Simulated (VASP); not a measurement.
# Tl2S (Fm-3m) in VASP: a series of runs

Runs on Tl2S. Level: LDA. Tasks: single point.

Everything below comes from runs of VASP 6.6.1. Logs are shortened: lines on timing, memory, paths and dates and some standing lists are left out, and cuts for length are marked.

**1. The structure**

It takes space group Fm-3m (No. 225, cubic). Conventional cell: a = 7.262 Å, b = 7.262 Å, c = 7.262 Å, α = 90.00°, β = 90.00°, γ = 90.00°. S (site symmetry m-3m) is surrounded by 8 Tl at 3.14 Å. Tl (site symmetry -43m) is surrounded by 4 S at 3.14 Å.

The cell comes from a database or a generator and needn't be the stable form of this composition.

**2. Single point, LDA**

File INCAR:

```
SYSTEM = Tl2S
PREC = Accurate
ENCUT = 520
EDIFF = 1E-6
ISMEAR = 0
SIGMA = 0.05
LREAL = .False.
LASPH = .True.
NELM = 100
ALGO = Normal
ISIF = 2
LWAVE = .False.
LCHARG = .False.
GGA = CA
NBANDS = 23
```

File KPOINTS:

```
regular mesh
0
Gamma
  4 4 4
  0 0 0
```

File POSCAR:

```
Tl2S
1.0
    0.0000000000      3.6311818506      3.6311818506
    3.6311818506      0.0000000000      3.6311818506
    3.6311818506      3.6311818506      0.0000000000
S Tl
1 2
Direct
    0.0000000000      0.0000000000      0.0000000000
    0.2500000000      0.2500000000      0.2500000000
    0.7500000000      0.7500000000      0.7500000000
```

Potentials or basis: VASP PAW LDA potentials, release 64 (S, Tl_d).

Command:

```bash
$ cat potpaw_LDA.64/S/POTCAR potpaw_LDA.64/Tl_d/POTCAR > POTCAR
$ mpirun -np 1 vasp_std > vasp.out
```

OUTCAR:

```text
SYSTEM = Tl2S
   PREC = Accurate
   ENCUT = 520
   EDIFF = 1E-6
   ISMEAR = 0
   LREAL = .False.
   LASPH = .True.
   NELM = 100
   ISIF = 2
   GGA = CA

 ion  position               nearest neighbor table
   1  0.000  0.000  0.000-   3 3.14   3 3.14   3 3.14   2 3.14   2 3.14   2 3.14   3 3.14   2 3.14

   2  0.250  0.250  0.250-   1 3.14   1 3.14   1 3.14   1 3.14   3 3.63   3 3.63   3 3.63   3 3.63
                             3 3.63   3 3.63
   3  0.750  0.750  0.750-   1 3.14   1 3.14   1 3.14   1 3.14   2 3.63   2 3.63   2 3.63   2 3.63
                             2 3.63   2 3.63

  LATTYP: Found a face centered cubic cell.
 ALAT       =     7.2623637012

  Lattice vectors:

 A1 = (   0.0000000000,   3.6311818506,   3.6311818506)
 A2 = (   3.6311818506,   0.0000000000,   3.6311818506)
 A3 = (   3.6311818506,   3.6311818506,   0.0000000000)

Analysis of symmetry for initial positions (statically):
=====================================================================
 Subroutine PRICEL returns:
 Original cell was already a primitive cell.

 Routine SETGRP: Setting up the symmetry group for a
 face centered cubic supercell.

 Subroutine GETGRP returns: Found 48 space group operations
 (whereof 48 operations were pure point group operations)
 out of a pool of 48 trial point group operations.

The static configuration has the point symmetry O_h .

Analysis of symmetry for dynamics (positions and initial velocities):
=====================================================================
 Subroutine PRICEL returns:
 Original cell was already a primitive cell.

 Routine SETGRP: Setting up the symmetry group for a
 face centered cubic supercell.

 Subroutine GETGRP returns: Found 48 space group operations
 (whereof 48 operations were pure point group operations)
 out of a pool of 48 trial point group operations.

The dynamic configuration has the point symmetry O_h .

 Subroutine INISYM returns: Found 48 space group operations
 (whereof 48 operations are pure point group operations),
 and found     1 'primitive' translations

----------------------------------------------------------------------------------------

                                     Primitive cell

  volume of cell :      95.7578

  direct lattice vectors                    reciprocal lattice vectors
     0.000000000  3.631181851  3.631181851    -0.137696216  0.137696216  0.137696216
     3.631181851  0.000000000  3.631181851     0.137696216 -0.137696216  0.137696216
     3.631181851  3.631181851  0.000000000     0.137696216  0.137696216 -0.137696216

  length of vectors
     5.135266621  5.135266621  5.135266621     0.238496842  0.238496842  0.238496842

  position of ions in fractional coordinates (direct lattice)
     0.000000000  0.000000000  0.000000000
     0.250000000  0.250000000  0.250000000
     0.750000000  0.750000000  0.750000000

  ion indices of the primitive-cell ions
   primitive index   ion index
                 1           1
                 2           2
                 3           3

----------------------------------------------------------------------------------------

 KPOINTS: regular mesh

Automatic generation of k-mesh.
 Grid dimensions read from file:
 generate k-points for:    4    4    4

 Generating k-lattice:

  Cartesian coordinates                     Fractional coordinates (reciprocal lattice)
    -0.034424054  0.034424054  0.034424054     0.250000000  0.000000000  0.000000000
     0.034424054 -0.034424054  0.034424054     0.000000000  0.250000000  0.000000000
     0.034424054  0.034424054 -0.034424054     0.000000000  0.000000000  0.250000000

  Length of vectors
     0.059624210  0.059624210  0.059624210

  Shift w.r.t. Gamma in fractional coordinates (k-lattice)
     0.000000000  0.000000000  0.000000000

 Subroutine IBZKPT returns following result:
 ===========================================

 Found      8 irreducible k-points:

 Following reciprocal coordinates:
            Coordinates               Weight
  0.000000  0.000000  0.000000      1.000000
  0.250000  0.000000  0.000000      8.000000
  0.500000  0.000000  0.000000      4.000000
  0.250000  0.250000  0.000000      6.000000
  0.500000  0.250000  0.000000     24.000000
 -0.250000  0.250000  0.000000     12.000000
  0.500000  0.500000  0.000000      3.000000
 -0.250000  0.500000  0.250000      6.000000
   k-points           NKPTS =      8   k-points in BZ     NKDIM =      8   number of bands    NBANDS=     23
   number of dos      NEDOS =    301   number of ions     NIONS =      3
   total plane-waves  NPLWV =  64000
   dimension x,y,z NGX =    40 NGY =   40 NGZ =   40
   dimension x,y,z NGXF=    80 NGYF=   80 NGZF=   80
   ions per type =               1   2
   NGX,Y,Z   is equivalent  to a cutoff of  12.95, 12.95, 12.95 a.u.
   NGXF,Y,Z  is equivalent  to a cutoff of  25.90, 25.90, 25.90 a.u.
 SYSTEM =  Tl2S
   PREC   = accura    normal or accurate (medium, high low for compatibility)
   ISTART =      0    job   : 0-new  1-cont  2-samecut
   ICHARG =      2    charge: 1-file 2-atom 10-const
   ISPIN  =      1    spin polarized calculation?
   LNONCOLLINEAR =      F non collinear calculations
   LSORBIT =      F    spin-orbit coupling
   LASPH  =      T    aspherical Exc in radial PAW
   ENCUT  =  520.0 eV  38.22 Ry    6.18 a.u.   9.55  9.55  9.55*2*pi/ulx,y,z
   NELM   =    100;   NELMIN=  2; NELMDL= -5     # of ELM steps
   EDIFF  = 0.1E-05   stopping-criterion for ELM
   LREAL  =      F    real-space projection
   EDIFFG = 0.1E-04   stopping-criterion for IOM
   NSW    =      0    number of steps for IOM
   IBRION =     -1    ionic relax: 0-MD 1-quasi-New 2-CG
   NFREE  =      0    steps in history (QN), initial steepest desc. (CG)
   ISIF   =      2    stress and relaxation
   ISYM   =      2    0-nonsym 1-usesym 2-fastsym
   POTIM  = 0.5000    time-step for ionic-motion
   TEBEG  =    0.0;   TEEND  =   0.0 temperature during run
   PSTRESS=    0.0 pullay stress
   NELECT =      32.0000    total number of electrons
   NUPDOWN=      -1.0000    fix difference up-down
   EMIN   =  10.00;   EMAX   =-10.00  energy-range for DOS
   EFERMI =   0.00;   METHOD = LEGACY
   ISMEAR =     0;   SIGMA  =   0.05  broadening in eV -4-tet -1-fermi 0-gaus
   EFERMI_NEDOS =   21; number of points for ismear=-14 and -15
   IALGO  =     38    algorithm
   IMIX   =      4    mixing-type and parameters
     AMIX     =   0.40;   BMIX     =  1.00
     AMIX_MAG =   1.60;   BMIX_MAG =  1.00
  volume/ion in A,a.u.               =      31.92       215.40
  Fermi-wavevector in a.u.,A,eV,Ry     =   1.136057  2.146837 17.560029  1.290626
  Thomas-Fermi vector in A             =   2.272762
   LORBIT       =      0    0 simple, 1 ext, 2 COOP (PROOUT), +10 PAW based schemes
   GGA     = CA    functional components
   LHFCALC =     F    Hartree Fock is set to
   AEXX    =    0.0000 exact exchange contribution
   IVDW    =     0    specifies the selected vdW correction
   LEPSILON=     F    determine dielectric tensor
   LRPA    =     F    only Hartree local field effects (RPA)
 non-spin polarized calculation
 Gauss-broadening in eV      SIGMA  =   0.05
  energy-cutoff  :      520.00
  volume of cell :       95.76
 maximum number of plane-waves:      2637
 NGX is ok and might be reduce to    40
   NGX = 19   NGY = 19   NGZ = 19

 number of electron      31.9999998 magnetization

 Free energy of the ion-electron system (eV)
  ---------------------------------------------------
  ext. energy  EPLUGINS =         0.00000000
  ---------------------------------------------------
  free energy    TOTEN  =       -10.90026237 eV

  energy without entropy =      -10.90026237  energy(sigma->0) =      -10.90026237

 E-fermi :   3.8796     XC(G=0):  -9.1978

 val. band max:        3.6580320874   @ k =   0.5000   0.0000   0.0000
 cond. band min:       4.1067988687   @ k =   0.5000   0.5000   0.0000
 fundamental gap:      0.4487667813
 Fermi energy:         3.8795993010

 k-point     1 :       0.0000    0.0000    0.0000
  band No.  band energies     occupation
      1      -8.3951      2.00000
      2      -7.4992      2.00000
      3      -7.4992      2.00000
      4      -7.3973      2.00000
      5      -7.3973      2.00000
      6      -7.3973      2.00000
[... 15 lines left out ...]
     22       9.2650      0.00000
     23      10.8017      0.00000

 k-point     2 :       0.2500    0.0000    0.0000
  band No.  band energies     occupation
      1      -8.3576      2.00000
      2      -7.4311      2.00000
      3      -7.4311      2.00000
      4      -7.3489      2.00000
      5      -7.3489      2.00000
      6      -7.2258      2.00000
[... 15 lines left out ...]
     22       8.4425      0.00000
     23      12.1776      0.00000

 k-point     3 :       0.5000    0.0000    0.0000
  band No.  band energies     occupation
      1      -8.3274      2.00000
      2      -7.2783      2.00000
      3      -7.2783      2.00000
      4      -7.2540      2.00000
      5      -7.2540      2.00000
      6      -7.2335      2.00000
[... 15 lines left out ...]
     22       8.6329      0.00000
     23      11.8377      0.00000

 k-point     4 :       0.2500    0.2500    0.0000
  band No.  band energies     occupation
      1      -8.3565      2.00000
      2      -7.4864      2.00000
      3      -7.3681      2.00000
      4      -7.3086      2.00000
      5      -7.3086      2.00000
      6      -7.1757      2.00000
[... 15 lines left out ...]
     22      10.2223      0.00000
     23      11.4553      0.00000

 k-point     5 :       0.5000    0.2500    0.0000
  band No.  band energies     occupation
      1      -8.3342      2.00000
      2      -7.4127      2.00000
      3      -7.3187      2.00000
      4      -7.2760      2.00000
      5      -7.2483      2.00000
      6      -7.2376      2.00000
[... 15 lines left out ...]
     22       9.8835      0.00000
     23      11.6902      0.00000

 k-point     6 :      -0.2500    0.2500    0.0000
  band No.  band energies     occupation
      1      -8.3345      2.00000
      2      -7.4194      2.00000
      3      -7.3200      2.00000
      4      -7.2615      2.00000
      5      -7.2587      2.00000
      6      -7.2430      2.00000
[... 15 lines left out ...]
     22      10.8865      0.00000
     23      11.1446      0.00000

 k-point     7 :       0.5000    0.5000    0.0000
  band No.  band energies     occupation
      1      -8.3443      2.00000
      2      -7.4734      2.00000
      3      -7.3511      2.00000
      4      -7.2428      2.00000
      5      -7.2391      2.00000
      6      -7.2391      2.00000
[... 15 lines left out ...]
     22      10.3700      0.00000
     23      12.0247      0.00000

 k-point     8 :      -0.2500    0.5000    0.2500
  band No.  band energies     occupation
      1      -8.3314      2.00000
      2      -7.3930      2.00000
      3      -7.3930      2.00000
      4      -7.3162      2.00000
      5      -7.2264      2.00000
      6      -7.2264      2.00000
[... 15 lines left out ...]
     22      11.1674      0.00000
     23      11.7478      0.00000

------------------------ aborting loop because EDIFF is reached ----------------------------------------

  FORCE on cell =-STRESS in cart. coord.  units (eV):
  Direction    XX          YY          ZZ          XY          YZ          ZX
  --------------------------------------------------------------------------------------
  -------------------------------------------------------------------------------------
  Total       -1.5462417     -1.5462417     -1.5462417      0.0000000     -0.0000000      0.0000000
  in kB      -25.8710454    -25.8710454    -25.8710454      0.0000000     -0.0000000      0.0000000
  external PRESSURE =     -25.8710454 kB  Pullay stress =       0.0000000 kB

 VOLUME and BASIS-vectors are now :
 -----------------------------------------------------------------------------
  energy-cutoff  :      520.00
  volume of cell :       95.76
      direct lattice vectors                 reciprocal lattice vectors
     0.000000000  3.631181851  3.631181851    -0.137696216  0.137696216  0.137696216
     3.631181851  0.000000000  3.631181851     0.137696216 -0.137696216  0.137696216
     3.631181851  3.631181851  0.000000000     0.137696216  0.137696216 -0.137696216

 POSITION                                       TOTAL-FORCE (eV/Angst)
 -----------------------------------------------------------------------------------
      0.00000      0.00000      0.00000        -0.000000     -0.000000     -0.000000
      1.81559      1.81559      1.81559         0.000000      0.000000      0.000000
      5.44677      5.44677      5.44677        -0.000000     -0.000000      0.000000
 -----------------------------------------------------------------------------------
    total drift:                               -0.000000     -0.000000      0.000000

  FREE ENERGIE OF THE ION-ELECTRON SYSTEM (eV)
  ---------------------------------------------------
  free  energy   TOTEN  =       -10.9002623705 eV

  energy  without entropy=      -10.9002623705  energy(sigma->0) =      -10.90026237
```

Wall time 7.4 s (1 thread of Intel Xeon 6975P-C (Granite Rapids), shared host); peak memory 0.19 GiB.

Results:

- Free energy: -10.9003 eV
- Pressure: -2.6 GPa
- Band gap on the k mesh: 0.45 eV, indirect (least direct gap 0.76 eV)

Caveat: spin-orbit coupling is left out, which as a rule narrows the gap of such compounds by several tenths of an eV.

**3. Single point, LDA**

This run uses another cell than the first one, of 32.79 Å³/atom, 1.027 times its volume.

File INCAR:

```
SYSTEM = Tl2S
  PREC = Accurate
  ENCUT = 520
  EDIFF = 1E-7
  ISMEAR = 0
  SIGMA = 0.05
  LREAL = .False.
  LASPH = .True.
  NELM = 100
  ALGO = Normal
  ISIF = 2
  LWAVE = .False.
  LCHARG = .True.
  GGA = CA
  LELF = .True.
  LVHAR = .True.
  NBANDS = 23
```

KPOINTS is that of step 2.

File POSCAR:

```
Tl2S
1.0
    0.0000000000      3.6638648083      3.6638648083
    3.6638648083      0.0000000000      3.6638648083
    3.6638648083      3.6638648083      0.0000000000
S Tl
1 2
Direct
    0.0000000000      0.0000000000      0.0000000000
    0.2500000000      0.2500000000      0.2500000000
    0.7500000000      0.7500000000      0.7500000000
```

Potentials or basis: VASP PAW LDA potentials, release 64 (S, Tl_d).

Command:

```bash
$ cat potpaw_LDA.64/S/POTCAR potpaw_LDA.64/Tl_d/POTCAR > POTCAR
$ mpirun -np 1 vasp_std > vasp.out
```

OUTCAR:

```text
SYSTEM = Tl2S
   PREC = Accurate
   ENCUT = 520
   EDIFF = 1E-7
   ISMEAR = 0
   LREAL = .False.
   LASPH = .True.
   NELM = 100
   ISIF = 2
   GGA = CA

 ion  position               nearest neighbor table
   1  0.000  0.000  0.000-   3 3.17   3 3.17   3 3.17   2 3.17   3 3.17   2 3.17   2 3.17   2 3.17

   2  0.250  0.250  0.250-   1 3.17   1 3.17   1 3.17   1 3.17   3 3.66   3 3.66   3 3.66   3 3.66
                             3 3.66   3 3.66
   3  0.750  0.750  0.750-   1 3.17   1 3.17   1 3.17   1 3.17   2 3.66   2 3.66   2 3.66   2 3.66
                             2 3.66   2 3.66

  LATTYP: Found a face centered cubic cell.
[... 388 lines left out ...]
  --------------------------------------------------------------------------------------
  -------------------------------------------------------------------------------------
  Total       -1.9502658     -1.9502658     -1.9502658      0.0000000      0.0000000     -0.0000000
  in kB      -31.7655280    -31.7655280    -31.7655280      0.0000000      0.0000000     -0.0000000
  external PRESSURE =     -31.7655280 kB  Pullay stress =       0.0000000 kB

 VOLUME and BASIS-vectors are now :
 -----------------------------------------------------------------------------
  energy-cutoff  :      520.00
  volume of cell :       98.37
      direct lattice vectors                 reciprocal lattice vectors
     0.000000000  3.663864808  3.663864808    -0.136467917  0.136467917  0.136467917
     3.663864808  0.000000000  3.663864808     0.136467917 -0.136467917  0.136467917
     3.663864808  3.663864808  0.000000000     0.136467917  0.136467917 -0.136467917

 POSITION                                       TOTAL-FORCE (eV/Angst)
 -----------------------------------------------------------------------------------
      0.00000      0.00000      0.00000        -0.000000      0.000000     -0.000000
      1.83193      1.83193      1.83193        -0.000000     -0.000000     -0.000000
      5.49580      5.49580      5.49580         0.000000     -0.000000      0.000000
 -----------------------------------------------------------------------------------
    total drift:                               -0.000000     -0.000000      0.000000

  FREE ENERGIE OF THE ION-ELECTRON SYSTEM (eV)
  ---------------------------------------------------
  free  energy   TOTEN  =       -10.8541647029 eV

  energy  without entropy=      -10.8541647029  energy(sigma->0) =      -10.85416470
```

OSZICAR:

```text
N       E                     dE             d eps       ncg     rms          rms(c)
DAV:   1     0.148816701912E+03    0.14882E+03   -0.15522E+04   368   0.122E+03
DAV:   2    -0.589349961079E+01   -0.15471E+03   -0.14579E+03   438   0.259E+02
DAV:   3    -0.115827520824E+02   -0.56893E+01   -0.56316E+01   431   0.394E+01
DAV:   4    -0.116341278049E+02   -0.51376E-01   -0.51360E-01   431   0.434E+00
DAV:   5    -0.116351907589E+02   -0.10630E-02   -0.10629E-02   438   0.610E-01    0.492E+00
DAV:   6    -0.108724849404E+02    0.76271E+00   -0.12118E+00   404   0.623E+00    0.367E+00
DAV:   7    -0.108677573304E+02    0.47276E-02   -0.20571E-01   403   0.172E+00    0.225E+00
DAV:   8    -0.108558310534E+02    0.11926E-01   -0.48833E-02   424   0.102E+00    0.607E-01
DAV:   9    -0.108538859643E+02    0.19451E-02   -0.39595E-03   389   0.376E-01    0.245E-01
DAV:  10    -0.108542165299E+02   -0.33057E-03   -0.99623E-04   389   0.131E-01    0.211E-01
DAV:  11    -0.108541632373E+02    0.53293E-04   -0.66094E-05   452   0.402E-02    0.644E-02
DAV:  12    -0.108541649059E+02   -0.16686E-05   -0.21068E-05   403   0.228E-02    0.140E-02
DAV:  13    -0.108541647689E+02    0.13698E-06   -0.82571E-07   410   0.516E-03    0.905E-03
DAV:  14    -0.108541647029E+02    0.66039E-07   -0.24805E-07   431   0.261E-03
   1 F= -.10854165E+02 E0= -.10854165E+02  d E =-.623339E-11
```

stdout:

```text
POSCAR found type information on POSCAR S Tl
 POSCAR found :  2 types and       3 ions
 scaLAPACK will be used
 LDA part: xc-table for (Slater(with rela. corr.)+CA(PZ))
 , standard interpolation
 POSCAR, INCAR and KPOINTS ok, starting setup
 FFT: planning ... GRIDC
 FFT: planning ... GRID_SOFT
 FFT: planning ... GRID
 WAVECAR not read
 entering main loop
```

It took 8.8 s on 1 thread of Intel Xeon 6975P-C (Granite Rapids), shared host; peak memory 0.19 GiB.

What came out:

| Item | Value |
| --- | --- |
| Free energy | -10.8542 eV |
| Pressure | -3.2 GPa |
| Band gap on the k mesh | 0.45 eV, indirect (least direct gap 0.66 eV) |

Caveat: spin-orbit coupling is left out, which as a rule narrows the gap of such compounds by several tenths of an eV. A k mesh can miss the band edges.
